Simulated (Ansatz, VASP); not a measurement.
## Mg5ZrN2 in VASP and in Ansatz

INCAR

```
ALGO = Normal ; EDIFF = 1E-6
ENCUT = 520 ; GGA = PE
ISIF = 2 ; ISMEAR = 0
LASPH = True ; LCHARG = True
LELF = True ; LREAL = Auto
LVHAR = True ; LWAVE = False
NBANDS = 46 ; NELM = 100
PREC = Accurate ; SIGMA = 0.2
```

The input KPOINTS:

```
k-points
0
Gamma
  6 6 1
```

Contents of POSCAR:

```
Mg5ZrN2
1.0
    3.2120605090      0.0000000000      0.0000000000
    0.0000000000      3.2120605090      0.0000000000
    0.0000000000      0.0000000000     26.5081450669
Mg Zr N
10 2 4
Direct
    1.0000000000      0.5000000000      0.7927983305
    0.0000000000      0.5000000000      0.1274211651
    0.5000000000      0.0000000000      0.2072016695
    0.5000000000      0.0000000000      0.8725788349
    0.0000000000      0.5000000000      0.6279809361
    0.5000000000      0.0000000000      0.5424766744
    0.5000000000      0.0000000000      0.3720190639
    0.0000000000      0.5000000000      0.4575233256
    0.0000000000      0.5000000000      0.2875749288
    0.5000000000      0.0000000000      0.7124250712
    0.0000000000      0.5000000000      0.9526648670
    0.5000000000      0.0000000000      0.0473351330
    1.0000000000      0.5000000000      0.8723122848
    0.0000000000      0.5000000000      0.0422160631
    0.5000000000      0.0000000000      0.1276877152
    0.5000000000      0.0000000000      0.9577839369
```

Input for Ansatz:

```yaml
crystal:
  lattice:
    - [3.212060509, 0.0, 0.0]
    - [0.0, 3.212060509, 0.0]
    - [0.0, 0.0, 26.5081450669]
  atoms:
    - { symbol: Mg, position: [1.0, 0.5, 0.7927983305] }
    - { symbol: Mg, position: [0.0, 0.5, 0.1274211651] }
    - { symbol: Mg, position: [0.5, 0.0, 0.2072016695] }
    - { symbol: Mg, position: [0.5, 0.0, 0.8725788349] }
    - { symbol: Mg, position: [0.0, 0.5, 0.6279809361] }
    - { symbol: Mg, position: [0.5, 0.0, 0.5424766744] }
    - { symbol: Mg, position: [0.5, 0.0, 0.3720190639] }
    - { symbol: Mg, position: [0.0, 0.5, 0.4575233256] }
    - { symbol: Mg, position: [0.0, 0.5, 0.2875749288] }
    - { symbol: Mg, position: [0.5, 0.0, 0.7124250712] }
    - { symbol: Zr, position: [0.0, 0.5, 0.952664867] }
    - { symbol: Zr, position: [0.5, 0.0, 0.047335133] }
    - { symbol: "N", position: [1.0, 0.5, 0.8723122848] }
    - { symbol: "N", position: [0.0, 0.5, 0.0422160631] }
    - { symbol: "N", position: [0.5, 0.0, 0.1276877152] }
    - { symbol: "N", position: [0.5, 0.0, 0.9577839369] }
basis:
  ecutwfc: 420
kpoints:
  mp_grid: { grid: [6, 6, 1] }
hamiltonian:
  xc: pbe
scf:
  occupations: { method: gaussian, width: 0.2 }
  lower_state_search: "off"
output:
  forces: true
  stress: true
  eigenvalues: true
```

Alike in both runs: task single point; functional PBE; k mesh 6 × 6 × 1; occupations gaussian, width 0.2 eV; no spin polarisation.

|  | VASP | Ansatz |
| --- | --- | --- |
| version | VASP 6.6.1 | Ansatz 0.2.0 |
| potentials or method | VASP PAW PBE potentials, release 64 (Mg, Zr_sv, N) | scalar-relativistic, plane waves, PAW |
| plane-wave cutoff (eV) | 520 | 420 |
| valence electrons in the cell | 64 | 144 |

|  | VASP | Ansatz | Ansatz less VASP |
| --- | --- | --- | --- |
| gap on the k mesh at the Fermi level (eV) | none | none | - |
| pressure (GPa) | -0.2 | -0.1 | +0.13 |
| largest component of the traceless stress (GPa) | 0.23 | 0.25 | +0.014 |
| rms of the force components (eV/Å) | 0.034 | 0.033 | -0.0012 |

Atom by atom the forces differ by 0.005 eV/Å (rms over components). A gap of «none» marks a metal or a gap that the smearing closes. The functional is the same, so the differences come from potentials, cutoffs and numerics. The two sets of potentials don't hold the same shells in valence.
